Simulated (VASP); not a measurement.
Consider the following.

```
CELL_PARAMETERS angstrom
      0.00000     2.60737     2.60737
      2.60737     0.00000     2.60737
      2.60737     2.60737     0.00000
ATOMIC_POSITIONS crystal
  Li 0.25000 0.25000 0.25000
  Li 0.75000 0.75000 0.75000
  Se 0.00000 0.00000 0.00000
```

These are PBEsol GGA, VASP's PBE PAW potentials (set 64) (plane waves; VASP) values and carry that method's errors. Settings: 620 eV cut-off, 7×7×7 Γ-centred mesh, Gaussian smearing of 0.050 eV, potentials Li_sv Se.

Question: What does the run give for the energy per atom (σ→0), pressure?

Answer: 
```yaml
energy per atom (σ→0): -3.461 eV/atom
pressure: 30.07 GPa
```

The absolute energy has meaning only against runs of the same code, potentials and settings.

The compound is Li2Se in the antifluorite structure. It was relaxed first under an external pressure of 30 GPa.
